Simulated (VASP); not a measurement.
Here is the system:

```xyz
6
Lattice="1.6173 -2.8013 0.0000 1.6173 2.8013 0.0000 0.0000 0.0000 12.8039" Properties=species:S:1:pos:R:3 pbc="T T T"
W      1.6173     0.9338     3.2010
W      1.6173    -0.9338     9.6029
Se     1.6173     0.9338    11.2561
Se     1.6173    -0.9338     4.8542
Se     1.6173    -0.9338     1.5477
Se     1.6173     0.9338     7.9497
```

Method: rev-vdW-DF2, VASP's PBE PAW potentials (set 64) (plane waves; VASP). Settings: 520 eV cut-off, 8×8×2 Γ-centred mesh, Gaussian smearing of 0.050 eV, potentials W_sv Se.

### Question
The ions and cell shape at fixed volume are relaxed. Predict the relaxed structure.

### Answer

```xyz
6
Lattice="1.6328 -2.8281 0.0000 1.6328 2.8281 0.0000 0.0000 0.0000 12.5621" Properties=species:S:1:pos:R:3 pbc="T T T"
W      1.6328     0.9427     3.1405
W      1.6328    -0.9427     9.4216
Se     1.6328     0.9427    11.1133
Se     1.6328    -0.9427     4.8323
Se     1.6328    -0.9427     1.4488
Se     1.6328     0.9427     7.7298
```
Space group P6_3/mmc (194), at a tolerance of 0.03 Å.

### Question
How much energy does the relaxation gain?

### Answer
The energy (σ→0) changes by -22.8 meV/atom, in 8 ionic steps.

The compound is WSe2 in the 2H layered structure. This cell is one point of a volume scan, at 0.94 of the reference volume. Symmetry was kept, so distortions that lower it aren't found.
